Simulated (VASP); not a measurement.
# Hf2ZrGe3 (Cmcm) in VASP: relaxation of cell and atoms with PBE

Aim: the relaxation of cell and atoms of Hf2ZrGe3 with PBE.

Program: VASP 6.6.1. These are calculated values, not measurements. Logs are shortened: lines on timing, memory, paths and dates and some standing lists are left out, and cuts for length are marked.

### 1 The structure

It takes space group Cmcm (No. 63, orthorhombic). The conventional cell has a = 3.830 Å, b = 10.000 Å, c = 11.340 Å, α = 90.00°, β = 90.00°, γ = 90.00°. Around Zr (site symmetry m2m) lie 7 Ge at 2.77 to 2.88 Å. Around Hf (site symmetry m) lie 7 Ge at 2.77 to 2.88 Å. Ge (site symmetry m) has 2 Ge at 2.41 Å and 2 Hf at 2.77 Å and 2 Zr at 2.77 Å as nearest neighbours. Around Ge (site symmetry m2m) lie 2 Ge at 2.41 Å and 4 Hf at 2.77 Å.

The cell was built by a generator and needn't be a form met in nature.

### 2 Relaxation of cell and atoms, PBE

INCAR reads:

```
  PREC = Normal
  ENCUT = 520
  EDIFF = 1E-4
  ISMEAR = 0
  SIGMA = 0.15
  LREAL = Auto
  LASPH = T
  NELM = 60
  ALGO = Fast
  ISIF = 3
  LWAVE = F
  LCHARG = F
  GGA = PE
  IBRION = 2
  NSW = 24
  EDIFFG = -0.08
  KPAR = 4
```

KPOINTS reads:

```
Automatic mesh
0
Gamma
  5 5 2
```

POSCAR reads:

```
Hf2ZrGe3
1.0
    1.9150000000     -5.0000000000      0.0000000000
    1.9150000000      5.0000000000      0.0000000000
    0.0000000000      0.0000000000     11.3400000000
Zr Hf Ge
2 4 6
Direct
    0.8600000000      0.1400000000      0.7500000000
    0.1400000000      0.8600000000      0.2500000000
    0.8600000000      0.1400000000      0.4166700000
    0.1400000000      0.8600000000      0.5833300000
    0.1400000000      0.8600000000      0.9166700000
    0.8600000000      0.1400000000      0.0833300000
    0.4250000000      0.5750000000      0.9166700000
    0.5750000000      0.4250000000      0.0833300000
    0.5750000000      0.4250000000      0.4166700000
    0.4250000000      0.5750000000      0.5833300000
    0.4250000000      0.5750000000      0.2500000000
    0.5750000000      0.4250000000      0.7500000000
```

Potentials or basis: VASP PAW PBE potentials, release 64 (Zr_sv, Hf_pv, Ge_d).

Run with:

```
$ cat potpaw_PBE.64/Zr_sv/POTCAR potpaw_PBE.64/Hf_pv/POTCAR potpaw_PBE.64/Ge_d/POTCAR > POTCAR
$ mpirun -np 4 vasp_std > vasp.out
```

OUTCAR:

```text
PREC = Normal
   ENCUT = 520
   EDIFF = 1E-4
   ISMEAR = 0
   LREAL = Auto
   LASPH = T
   NELM = 60
   ISIF = 3
   GGA = PE
   IBRION = 2
   NSW = 24
   EDIFFG = -0.08

 ion  position               nearest neighbor table
   1  0.860  0.140  0.750-   7 2.77  10 2.77   7 2.77  10 2.77  12 2.85  12 2.88  12 2.88   4 3.38
                             5 3.38   4 3.48   5 3.48   4 3.48   5 3.48   3 3.78   6 3.78
   2  0.140  0.860  0.250-   8 2.77   9 2.77   8 2.77   9 2.77  11 2.85  11 2.88  11 2.88   3 3.38
                             6 3.38   6 3.48   3 3.48   6 3.48   3 3.48   5 3.78   4 3.78
   3  0.860  0.140  0.417-  10 2.77  10 2.77  11 2.77  11 2.77   9 2.85   9 2.88   9 2.88   4 3.38
                             2 3.38   4 3.48   4 3.48   2 3.48   2 3.48   1 3.78   6 3.78
   4  0.140  0.860  0.583-   9 2.77   9 2.77  12 2.77  12 2.77  10 2.85  10 2.88  10 2.88   3 3.38
                             1 3.38   3 3.48   3 3.48   1 3.48   1 3.48   2 3.78   5 3.78
   5  0.140  0.860  0.917-   8 2.77   8 2.77  12 2.77  12 2.77   7 2.85   7 2.88   7 2.88   6 3.38
                             1 3.38   6 3.48   6 3.48   1 3.48   1 3.48   2 3.78   4 3.78
   6  0.860  0.140  0.083-   7 2.77   7 2.77  11 2.77  11 2.77   8 2.85   8 2.88   8 2.88   5 3.38
                             2 3.38   5 3.48   5 3.48   2 3.48   2 3.48   1 3.78   3 3.78
   7  0.425  0.575  0.917-   8 2.41  12 2.41   6 2.77   6 2.77   1 2.77   1 2.77   5 2.85   5 2.88
                             5 2.88
   8  0.575  0.425  0.083-   7 2.41  11 2.41   5 2.77   5 2.77   2 2.77   2 2.77   6 2.85   6 2.88
                             6 2.88
   9  0.575  0.425  0.417-  10 2.41  11 2.41   4 2.77   4 2.77   2 2.77   2 2.77   3 2.85   3 2.88
                             3 2.88
  10  0.425  0.575  0.583-   9 2.41  12 2.41   3 2.77   3 2.77   1 2.77   1 2.77   4 2.85   4 2.88
                             4 2.88
  11  0.425  0.575  0.250-   8 2.41   9 2.41   3 2.77   6 2.77   3 2.77   6 2.77   2 2.85   2 2.88
                             2 2.88
  12  0.575  0.425  0.750-   7 2.41  10 2.41   4 2.77   5 2.77   4 2.77   5 2.77   1 2.85   1 2.88
                             1 2.88

  LATTYP: Found a base centered orthorhombic cell.
 ALAT       =     3.8300000000
 B/A-ratio  =     2.6109660574
 C/A-ratio  =     2.9608355091

  Lattice vectors:

 A1 = (   1.9150000000,  -5.0000000000,   0.0000000000)
 A2 = (   1.9150000000,   5.0000000000,   0.0000000000)
 A3 = (   0.0000000000,   0.0000000000,  11.3400000000)

Analysis of symmetry for initial positions (statically):
=====================================================================
 Subroutine PRICEL returns:
 Original cell was already a primitive cell.

 Routine SETGRP: Setting up the symmetry group for a
 base centered orthorhombic supercell.

 Subroutine GETGRP returns: Found  8 space group operations
 (whereof  4 operations were pure point group operations)
 out of a pool of  8 trial point group operations.

The static configuration has the point symmetry C_2h.
 The point group associated with its full space group is D_2h.

Analysis of symmetry for dynamics (positions and initial velocities):
=====================================================================
 Subroutine PRICEL returns:
 Original cell was already a primitive cell.

 Routine SETGRP: Setting up the symmetry group for a
 base centered orthorhombic supercell.

 Subroutine GETGRP returns: Found  8 space group operations
 (whereof  4 operations were pure point group operations)
 out of a pool of  8 trial point group operations.

The dynamic configuration has the point symmetry C_2h.
 The point group associated with its full space group is D_2h.

 Subroutine INISYM returns: Found  8 space group operations
 (whereof  4 operations are pure point group operations),
 and found     1 'primitive' translations

----------------------------------------------------------------------------------------

                                     Primitive cell

  volume of cell :     217.1610

  direct lattice vectors                    reciprocal lattice vectors
     1.915000000 -5.000000000  0.000000000     0.261096606 -0.100000000  0.000000000
     1.915000000  5.000000000  0.000000000     0.261096606  0.100000000  0.000000000
     0.000000000  0.000000000 11.340000000     0.000000000  0.000000000  0.088183422

  length of vectors
     5.354178275  5.354178275 11.340000000     0.279591555  0.279591555  0.088183422

[... 58 lines left out ...]
  0.200000 -0.000000  0.000000      4.000000
  0.400000 -0.000000  0.000000      4.000000
  0.200000  0.200000  0.000000      2.000000
  0.400000  0.200000  0.000000      4.000000
 -0.400000  0.200000  0.000000      4.000000
[... 10 lines left out ...]
  0.400000  0.400000  0.500000      2.000000
 -0.400000  0.400000  0.500000      2.000000
   k-points           NKPTS =     18   k-points in BZ     NKDIM =     18   number of bands    NBANDS=     88
   number of dos      NEDOS =    301   number of ions     NIONS =     12
   total plane-waves  NPLWV =  57600
   dimension x,y,z NGX =    30 NGY =   30 NGZ =   64
   dimension x,y,z NGXF=    60 NGYF=   60 NGZF=  128
   ions per type =               2   4   6
   NGX,Y,Z   is equivalent  to a cutoff of   9.31,  9.31,  9.38 a.u.
   NGXF,Y,Z  is equivalent  to a cutoff of  18.63, 18.63, 18.76 a.u.
 SYSTEM =  unknown system
   PREC   = normal    normal or accurate (medium, high low for compatibility)
   ISTART =      0    job   : 0-new  1-cont  2-samecut
   ICHARG =      2    charge: 1-file 2-atom 10-const
   ISPIN  =      1    spin polarized calculation?
   LNONCOLLINEAR =      F non collinear calculations
   LSORBIT =      F    spin-orbit coupling
   LASPH  =      T    aspherical Exc in radial PAW
   ENCUT  =  520.0 eV  38.22 Ry    6.18 a.u.   9.96  9.96 21.08*2*pi/ulx,y,z
   NELM   =     60;   NELMIN=  2; NELMDL= -5     # of ELM steps
   EDIFF  = 0.1E-03   stopping-criterion for ELM
   LREAL  =      T    real-space projection
   EDIFFG = -.8E-01   stopping-criterion for IOM
   NSW    =     24    number of steps for IOM
   IBRION =      2    ionic relax: 0-MD 1-quasi-New 2-CG
   NFREE  =      1    steps in history (QN), initial steepest desc. (CG)
   ISIF   =      3    stress and relaxation
   ISYM   =      2    0-nonsym 1-usesym 2-fastsym
   POTIM  = 0.5000    time-step for ionic-motion
   TEBEG  =    0.0;   TEEND  =   0.0 temperature during run
   PSTRESS=    0.0 pullay stress
   NELECT =     148.0000    total number of electrons
   NUPDOWN=      -1.0000    fix difference up-down
   EMIN   =  10.00;   EMAX   =-10.00  energy-range for DOS
   EFERMI =   0.00;   METHOD = LEGACY
   ISMEAR =     0;   SIGMA  =   0.15  broadening in eV -4-tet -1-fermi 0-gaus
   EFERMI_NEDOS =   21; number of points for ismear=-14 and -15
   IALGO  =     68    algorithm
   IMIX   =      4    mixing-type and parameters
     AMIX     =   0.40;   BMIX     =  1.00
     AMIX_MAG =   1.60;   BMIX_MAG =  1.00
  volume/ion in A,a.u.               =      18.10       122.12
  Fermi-wavevector in a.u.,A,eV,Ry     =   1.440682  2.722494 28.239770  2.075565
  Thomas-Fermi vector in A             =   2.559399
   LORBIT       =      0    0 simple, 1 ext, 2 COOP (PROOUT), +10 PAW based schemes
   GGA     = PE    functional components
   LHFCALC =     F    Hartree Fock is set to
   AEXX    =    0.0000 exact exchange contribution
   IVDW    =     0    specifies the selected vdW correction
   LEPSILON=     F    determine dielectric tensor
   LRPA    =     F    only Hartree local field effects (RPA)
 conjugate gradient relaxation of ions
 non-spin polarized calculation
 RMM-DIIS sequential band-by-band and
 Gauss-broadening in eV      SIGMA  =   0.15
  energy-cutoff  :      520.00
  volume of cell :      217.16
 maximum number of plane-waves:      5880
   NGX = 19   NGY = 19   NGZ = 43

--------------------------------------- Ionic step        1  -------------------------------------------

 number of electron     147.9999939 magnetization

 Free energy of the ion-electron system (eV)
  ---------------------------------------------------
  ext. energy  EPLUGINS =         0.00000000
  ---------------------------------------------------
  free energy    TOTEN  =       -90.88016354 eV

  energy without entropy =      -90.83210277  energy(sigma->0) =      -90.85613316

------------------------ aborting loop because EDIFF is reached ----------------------------------------

  FORCE on cell =-STRESS in cart. coord.  units (eV):
  Direction    XX          YY          ZZ          XY          YZ          ZX
  --------------------------------------------------------------------------------------
  -------------------------------------------------------------------------------------
  Total        2.0438836      5.0726921     11.4682217      0.0000000     -0.0000000      0.0000000
  in kB       15.0794291     37.4254688     84.6106103      0.0000000     -0.0000000      0.0000000
  external PRESSURE =      45.7051694 kB  Pullay stress =       0.0000000 kB
[... 119 lines left out ...]
  FREE ENERGIE OF THE ION-ELECTRON SYSTEM (eV)
  ---------------------------------------------------
  free  energy   TOTEN  =       -91.7933566650 eV

  energy  without entropy=      -91.7368749240  energy(sigma->0) =      -91.76511579

[... ionic steps 4 to 10 ...]

--------------------------------------- Ionic step       11  -------------------------------------------

 number of electron     148.0000093 magnetization

------------------------ aborting loop because EDIFF is reached ----------------------------------------
[... 87 lines left out ...]
--------------------------------------- Ionic step       13  -------------------------------------------

 number of electron     148.0000047 magnetization

 Free energy of the ion-electron system (eV)
  ---------------------------------------------------
  ext. energy  EPLUGINS =         0.00000000
  ---------------------------------------------------
  free energy    TOTEN  =       -92.03227968 eV

  energy without entropy =      -91.99060474  energy(sigma->0) =      -92.01144221

 E-fermi :   7.7273     XC(G=0): -11.7624

 val. band max:        7.7142992008   @ k =   0.4000   0.4000   0.0000
 cond. band min:       7.7561480372   @ k =   0.4000  -0.0000   0.0000
 fundamental gap:      0.0418488364
 Fermi energy:         7.7272591793

 k-point     1 :       0.0000    0.0000    0.0000
  band No.  band energies     occupation
      1     -41.2737      2.00000
      2     -41.2736      2.00000
      3     -23.3342      2.00000
      4     -23.3138      2.00000
      5     -23.3094      2.00000
      6     -23.2911      2.00000
[... 1591 lines left out ...]
     85      10.2079      0.00000
     86      10.2088      0.00000
 [bands above 86 left out]

------------------------ aborting loop because EDIFF is reached ----------------------------------------

  FORCE on cell =-STRESS in cart. coord.  units (eV):
  Direction    XX          YY          ZZ          XY          YZ          ZX
  --------------------------------------------------------------------------------------
  -------------------------------------------------------------------------------------
  Total       -0.2538851      0.0593834      0.1119518      0.0000000     -0.0000000      0.0000000
  in kB       -1.8248801      0.4268374      0.8046893      0.0000000     -0.0000000      0.0000000
  external PRESSURE =      -0.1977845 kB  Pullay stress =       0.0000000 kB
[... 27 lines left out ...]
  FREE ENERGIE OF THE ION-ELECTRON SYSTEM (eV)
  ---------------------------------------------------
  free  energy   TOTEN  =       -92.0322796801 eV

  energy  without entropy=      -91.9906047372  energy(sigma->0) =      -92.01144221

 reached required accuracy - stopping structural energy minimisation
```

Wall time 27 min (4 MPI ranks of AMD EPYC 7R43 (Zen 3), shared host); peak memory 0.35 GiB.

Results:

| Item | Value |
| --- | --- |
| Free energy | -92.0323 eV |
| Relaxed volume | 18.58 Å³/atom |
| Relaxed cell | a = 5.408 Å, b = 5.408 Å, c = 11.564 Å, α = 90.00°, β = 90.00°, γ = 138.76° |
| Space group after relaxing (to 0.05 Å) | Cmcm (No. 63) |
| Energy gained by relaxing | 96.0 meV/atom |
| Ionic steps | 13 |
| Pressure after relaxing | 0.0 GPa |
| Largest force after relaxing | 0.043 eV/Å |
| Band gap on the k mesh | none (metal or under the smearing width) |

Forces in eV/Å, atoms in the order of the input:
```
Zr   0.000 -0.012  0.000
Zr   0.000  0.012  0.000
Hf   0.000 -0.037 -0.013
Hf   0.000  0.037  0.013
Hf   0.000  0.037 -0.013
Hf   0.000 -0.037  0.013
Ge   0.000  0.027 -0.002
Ge   0.000 -0.027  0.002
Ge   0.000 -0.027 -0.002
Ge   0.000  0.027  0.002
Ge   0.000  0.043  0.000
Ge   0.000 -0.043  0.000
```

Step by step:
```
step  energy change (eV)  largest force (eV/Å)  pressure (GPa)  volume (Å³)
   1              0.0000                2.1693            4.57       217.16
   2             -0.8751                0.4249           -5.47       233.71
   3             -0.9132                0.6896           -4.58       230.62
   4             -1.0320                0.5352            3.30       218.16
   5             -1.1119                0.2813           -0.12       222.90
   6             -1.1120                0.2911            0.79       222.61
   7             -1.1333                0.1914            0.02       223.18
   8             -1.1337                0.1803            0.00       223.15
   9             -1.1446                0.0954            0.11       223.23
  10             -1.1501                0.0912           -0.13       223.36
  11             -1.1507                0.0848           -0.13       223.34
  12             -1.1521                0.0226            0.63       222.79
  13             -1.1521                0.0430           -0.02       222.90
```

Final structure:
```cif
data_structure
_symmetry_space_group_name_H-M 'P 1'
_symmetry_Int_Tables_number 1
_cell_length_a 5.4076
_cell_length_b 5.4076
_cell_length_c 11.5642
_cell_angle_alpha 90.000
_cell_angle_beta 90.000
_cell_angle_gamma 138.764
_cell_volume 222.90
loop_
_atom_site_label
_atom_site_type_symbol
_atom_site_fract_x
_atom_site_fract_y
_atom_site_fract_z
_atom_site_occupancy
Zr1 Zr 0.85760 0.14240 0.75000 1
Zr2 Zr 0.14240 0.85760 0.25000 1
Hf1 Hf 0.85698 0.14302 0.41704 1
Hf2 Hf 0.14302 0.85698 0.58296 1
Hf3 Hf 0.14302 0.85698 0.91704 1
Hf4 Hf 0.85698 0.14302 0.08296 1
Ge1 Ge 0.41019 0.58981 0.91768 1
Ge2 Ge 0.58981 0.41019 0.08231 1
Ge3 Ge 0.58981 0.41019 0.41768 1
Ge4 Ge 0.41019 0.58981 0.58232 1
Ge5 Ge 0.41086 0.58914 0.25000 1
Ge6 Ge 0.58914 0.41086 0.75000 1
```

Levels at points of the mesh, in eV from the Fermi level:
| k point | band 71 | band 72 | band 73 | band 74 | band 75 | band 76 | band 77 | band 78 |
| --- | --- | --- | --- | --- | --- | --- | --- | --- |
| (0.00, 0.00, 0.00) | -1.66 | -1.55 | -0.66 | 0.14 | 0.16 | 1.19 | 1.22 | 1.27 |
| (0.00, 0.00, 0.50) | -1.15 | -1.15 | -0.80 | -0.80 | 0.13 | 0.13 | 1.52 | 1.52 |

Caveat: the relaxation stopped at a loose force limit of 0.08 eV/Å, so its end isn't a converged minimum. The run has no spin-orbit coupling, so splittings on Hf are missing.
